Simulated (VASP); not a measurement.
Input:

```
PtS2
1.0
    1.77302    -3.07095     0.00000
    1.77302     3.07095     0.00000
    0.00000     0.00000     5.60377
Pt S
1 2
Direct
  0.00000   0.00000   0.00000
  0.33333   0.66667   0.22020
  0.61027   0.27693   0.77980
```

Method: r2SCAN meta-GGA, VASP's PBE PAW potentials (set 64) (plane waves; VASP). Run with 480 eV cut-off, 8×8×4 Γ-centred mesh, Gaussian smearing of 0.050 eV, potentials Pt S.

Problem. Estimate the energy per atom (σ→0), pressure, largest force.

Solution. 
```json
{
  "energy per atom (σ→0)": "-22.893 eV/atom",
  "pressure": "1.53 GPa",
  "largest_force": "2.031 eV/Å"
}
```

Total energies compare only between runs with the same potentials, cut-off and functional.

The compound is PtS2 in the 1T layered structure. This cell was strained or had an atom moved on purpose.
